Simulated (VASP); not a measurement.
```
CELL_PARAMETERS angstrom
      6.17922     0.00000     0.00000
      0.00000     6.17922     0.00000
      0.00000     0.00000     6.17922
ATOMIC_POSITIONS crystal
  Cs 0.00000 0.00000 0.00000
  Sn 0.50000 0.50000 0.50000
  I  0.50000 0.00000 0.50000
  I  0.00000 0.50000 0.50000
  I  0.50000 0.50000 0.00000
```

The numbers are results of revTPSS meta-GGA, VASP's PBE PAW potentials (set 64) (plane waves; VASP), not measurements. Run with 520 eV cut-off, 4×4×4 Γ-centred mesh, tetrahedra with Blöchl corrections, potentials Cs_sv Sn_d I.

Unless said otherwise, spin-orbit coupling is left out, though it shifts the bands of the heavy elements here.

Task: Estimate the energy per atom (σ→0), band gap (over mesh and band path) with the smallest direct gap where there is one.

Result: 
```
Quantity                                                Value
---------------------------------------------  --------------
band gap (over mesh and band path)                    0.33 eV
smallest direct gap (over mesh and band path)         0.33 eV
energy per atom (σ→0)                          17.138 eV/atom
```

The absolute energy has meaning only against runs of the same code, potentials and settings.

The compound is CsSnI3 in the cubic perovskite structure, the ideal cubic form; the compound distorts at low or room temperature. It was relaxed first.
